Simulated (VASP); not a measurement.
A run of VASP 6.6.1:

The input INCAR:

```
SYSTEM = C
PREC = Accurate ; ENCUT = 520
EDIFF = 1E-7 ; ISMEAR = 0
SIGMA = 0.02 ; LREAL = .False.
LASPH = .True. ; NELM = 80
ALGO = Normal ; ISIF = 3
LWAVE = .False. ; LCHARG = .False.
GGA = PE ; IVDW = 12
IBRION = 2 ; NSW = 80
EDIFFG = -0.002
```

KPOINTS

```
regular mesh
0
Gamma
  15 15 4
  0 0 0
```

Contents of POSCAR:

```
C                                       
1.0
    2.4659480402     -0.0000000000      0.0000000000
   -1.2329740201      2.1355736475     -0.0000000000
   -0.0000000000      0.0000000000      6.6804018494
  C             
     4
Direct
     0.0000000000000000    0.0000000000000000    0.2500000000000000
     0.0000000000000000    0.0000000000000000    0.7500000000000000
     0.3333333300000021    0.6666666699999979    0.2500000000000000
     0.6666666699999979    0.3333333300000021    0.7500000000000000
```

Potentials or basis: VASP PAW PBE potentials, release 64 (C).

Command:

```sh
$ cat potpaw_PBE.64/C/POTCAR > POTCAR
$ mpirun -np 1 vasp_std > vasp.out
```

Hardware: 1 thread of Intel(R) Xeon(R) Platinum 8488C (Sapphire Rapids), on a shared host.

How long does it take, and how much memory?

It took 61 s on 1 thread of Intel(R) Xeon(R) Platinum 8488C (Sapphire Rapids), with other jobs on the host, peak memory 0.17 GiB. Counts: scf iterations 50, k points 81, ion steps 7.
